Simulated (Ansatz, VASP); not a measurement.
**Two plane-wave programs on Na2Sb**

```
CELL_PARAMETERS angstrom
-4.52565 4.52565 2.61218
4.52565 -4.52565 2.61218
4.52565 4.52565 -2.61218
ATOMIC_POSITIONS crystal
Na 0.76878 0.57797 0.80919
Na 0.76878 0.95959 0.19081
Na 0.70959 0.01878 0.69081
Na 0.32797 0.01878 0.30919
Sb 0.02664 0.52664 0.50000
Sb 0.27664 0.27664 0.00000
```

Alike in both runs: functional PBE; k mesh 4 × 4 × 4; occupations gaussian, width 0.1 eV; no spin polarisation.

Ansatz relaxed the structure, and its values are those at the end. VASP's run is a single point on that final structure, the one shown.

```csv
,VASP,Ansatz
version,VASP 6.6.1,Ansatz 0.2.0
potentials or method,"VASP PAW PBE potentials, release 64 (Na_pv, Sb)","scalar-relativistic, plane waves, PAW"
plane-wave cutoff (eV),520,420
valence electrons in the cell,38,66
```

|  | VASP | Ansatz | Ansatz less VASP |
| --- | --- | --- | --- |
| gap on the k mesh at the Fermi level (eV) | none | none | - |
| pressure (GPa) | 0.1 | 0.0 | -0.02 |

A gap of «none» marks a metal or a gap that the smearing closes. The two sets of potentials don't hold the same shells in valence.

Spin-orbit coupling is left out, which matters for the levels of Sb.
